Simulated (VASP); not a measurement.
Computed with PBE GGA, VASP's PBE PAW potentials (set 64) (plane waves; VASP).

VASP input:

KPOINTS:
```
kpoints
0
Gamma
6 6 6
```

**POSCAR**
```
Ti3Pt
1.0
 -1.9364870000   1.9364870000   4.3134150000
  1.9364870000  -1.9364870000   4.3134150000
  1.9364870000   1.9364870000  -4.3134150000
Ti Pt
3 1
Cart
  0.0119190775   0.0300019931   4.2651435727
 -0.0219558896   1.9414250419   2.1796462410
  1.9554510172  -0.0380422871   2.1930221409
 -0.0089272051   0.0031022522  -0.0109819546
```

### INCAR
```
SYSTEM = Ti3Pt
PREC = Accurate
ENCUT = 300
EDIFF = 1E-6
NELM = 100
ALGO = Normal
LREAL = .FALSE.
LASPH = .TRUE.
ISMEAR = -1
SIGMA = 0.1
GGA = PE
LMAXMIX = 6
LWAVE = .FALSE.
LCHARG = .FALSE.
ISIF = 2
```

POTCAR, in this order: Ti_sv Pt (PBE.64 set). Program: vasp_std.

### Question
What will the output report for the number of irreducible k-points (NKPTS), largest plane-wave count, number of space-group operations, FFT grid (NGX, NGY, NGZ)?

### Answer

- number of irreducible k-points (NKPTS): 112
- largest plane-wave count: 792
- number of space-group operations: 1
- FFT grid (NGX, NGY, NGZ): 30 × 30 × 30

The structure was generated: Ti3Pt was put into an ordered model structure, which need not be its known phase. The cell was not relaxed at this level, atoms are displaced from their ideal sites. The k-mesh is coarse (spacing up to 0.38 per Å, 2π included), so the numbers may not be converged in it.
